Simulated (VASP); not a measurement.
Computed with r2SCAN meta-GGA, VASP's PBE PAW potentials (set 64) (plane waves; VASP).

VASP input:

**INCAR**
```
ALGO = Normal
EDIFF = 1E-7
ENCUT = 480
ISIF = 2
ISMEAR = 0
LASPH = .TRUE.
LCHARG = .FALSE.
LMAXMIX = 4
LMIXTAU = .TRUE.
LREAL = .FALSE.
LWAVE = .FALSE.
METAGGA = R2SCAN
NELM = 100
PREC = Accurate
SIGMA = 0.05
SYSTEM = ZnSe
```

### POSCAR
```
ZnSe
5.6573050
  0.0000000000   0.4999999793   0.4999999793
  0.4999999793   0.0000000000   0.4999999793
  0.4999999793   0.4999999793   0.0000000000
Zn Se
1 1
Cart
  0.0000000000   0.0000000000   0.0000000000
  0.2499999897   0.2499999897   0.2499999897
```

KPOINTS:
```
K-points
0
gamma
 8 8 8
0 0 0
```

POTCAR, in this order: Zn Se (PBE.64 set). Program: vasp_std.

Output of the run:

**OSZICAR**
```
       N       E                     dE             d eps       ncg     rms          rms(c)
DAV:   1     0.661140517947E+02    0.66114E+02   -0.88897E+03   754   0.154E+03
DAV:   2    -0.216362664968E+02   -0.87750E+02   -0.83267E+02   834   0.273E+02
DAV:   3    -0.276237559988E+02   -0.59875E+01   -0.59572E+01   879   0.731E+01
DAV:   4    -0.276846530214E+02   -0.60897E-01   -0.60879E-01   839   0.758E+00
DAV:   5    -0.276849244391E+02   -0.27142E-03   -0.27141E-03   854   0.493E-01    0.529E+00
DAV:   6    -0.248700421452E+02    0.28149E+01   -0.18407E+00   874   0.420E+01    0.500E+00
DAV:   7    -0.248287363906E+02    0.41306E-01   -0.48529E-01   754   0.140E+01    0.223E+00
DAV:   8    -0.248678569872E+02   -0.39121E-01   -0.16167E-01   784   0.449E+00    0.613E-01
DAV:   9    -0.248445140793E+02    0.23343E-01   -0.15794E-01   754   0.385E+00    0.224E-01
DAV:  10    -0.249068784011E+02   -0.62364E-01   -0.52595E-02   754   0.221E+00    0.968E-02
DAV:  11    -0.249083621496E+02   -0.14837E-02   -0.16236E-03   879   0.502E-01    0.606E-02
DAV:  12    -0.249078119414E+02    0.55021E-03   -0.32771E-04   754   0.264E-01    0.234E-02
DAV:  13    -0.249083525288E+02   -0.54059E-03   -0.43158E-04   754   0.240E-01    0.986E-03
DAV:  14    -0.249083762762E+02   -0.23747E-04   -0.33537E-05   804   0.609E-02    0.400E-03
DAV:  15    -0.249083818779E+02   -0.56017E-05   -0.46460E-06  1033   0.453E-02    0.264E-03
DAV:  16    -0.249083840090E+02   -0.21311E-05   -0.12358E-06   784   0.156E-02    0.218E-03
DAV:  17    -0.249083843155E+02   -0.30643E-06   -0.34037E-07   789   0.951E-03    0.648E-04
DAV:  18    -0.249083840866E+02    0.22883E-06   -0.89490E-08   547   0.643E-03    0.262E-04
DAV:  19    -0.249083840871E+02   -0.46703E-09   -0.20163E-08   402   0.144E-03
   1 F= -.24908384E+02 E0= -.24908384E+02  d E =-.177479E-12
```

**OUTCAR**
```
------------------------ aborting loop because EDIFF is reached ----------------------------------------
  FORCE on cell =-STRESS in cart. coord.  units (eV):
  Direction    XX          YY          ZZ          XY          YZ          ZX
  --------------------------------------------------------------------------------------
  Total        0.0973950      0.0973950      0.0973950      0.0000000      0.0000000      0.0000000
  in kB        3.4472962      3.4472962      3.4472962      0.0000000      0.0000000      0.0000000
  external PRESSURE =       3.4472962 kB  Pullay stress =       0.0000000 kB
  volume of cell :       45.27
      direct lattice vectors                 reciprocal lattice vectors
     0.000000000  2.828652383  2.828652383    -0.176762618  0.176762618  0.176762618
     2.828652383  0.000000000  2.828652383     0.176762618 -0.176762618  0.176762618
     2.828652383  2.828652383  0.000000000     0.176762618  0.176762618 -0.176762618
  FREE ENERGIE OF THE ION-ELECTRON SYSTEM (eV)
  ---------------------------------------------------
  free  energy   TOTEN  =       -24.9083840871 eV

  energy  without entropy=      -24.9083840871  energy(sigma->0) =      -24.90838409
```
(Selected blocks of OUTCAR.)

The compound is ZnSe in the zinc blende structure. It was relaxed first.
